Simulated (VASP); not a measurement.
Runs of VASP 6.6.1 on CsLi2. Symmetry: P-6m2, No. 187, hexagonal system. Conventional cell: a = 3.966 Å, b = 3.966 Å, c = 10.028 Å, α = 90.00°, β = 90.00°, γ = 120.00°. Cs (site symmetry -6m2) is surrounded by 6 Cs at 3.97 Å and 6 Li at 4.18 Å. Li (site symmetry 3m) has 1 Li at 3.04 Å as nearest neighbours. The cell was built by a generator and needn't be a form met in nature.

```tsv
task	level	potentials or basis	cell	cutoff (eV)	smearing	gap on the mesh (eV)	pressure (GPa)	relaxed volume (Å³/atom)	largest force (eV/Å)
relaxation of cell and atoms	PBE	VASP PAW PBE potentials, release 64 (Cs_sv, Li_sv)	relaxed	600	methfessel-paxton 0.2 eV	none	0.0	(a)	0.01
relaxation of cell and atoms	LDA	VASP PAW LDA potentials, release 64 (Cs_sv, Li_sv)	relaxed	600	methfessel-paxton 0.2 eV	none	0.0	37.07	0.01
single point	PBE	VASP PAW PBE potentials, release 64 (Cs_sv, Li_sv)	as given	520	fermi-dirac 0.05 eV	none	-	-	0.01
electron localisation function	r2SCAN	VASP PAW PBE potentials, release 64 (Cs_sv, Li_sv)	as given	520	methfessel-paxton 0.1 eV	none	-	-	0.08
```

Alike in all rows: no spin polarisation; k mesh 8 × 8 × 3.

Fill in the values left out.

(a) 45.24.

Caveats: the cutoff is under 1.25 times the usual one of these potentials, so pressure, stress and relaxed cells hold a basis-set (Pulay) error; the volume moved by over 15 % at a fixed basis, so the end points are rough (some runs); the PAW data sets were made with another functional, which shifts forces and pressure a little (some runs).

A k mesh can miss the band edges, and the runs leave out spin-orbit coupling on Cs.

A gap of «none» marks a metal or a gap under the smearing width.
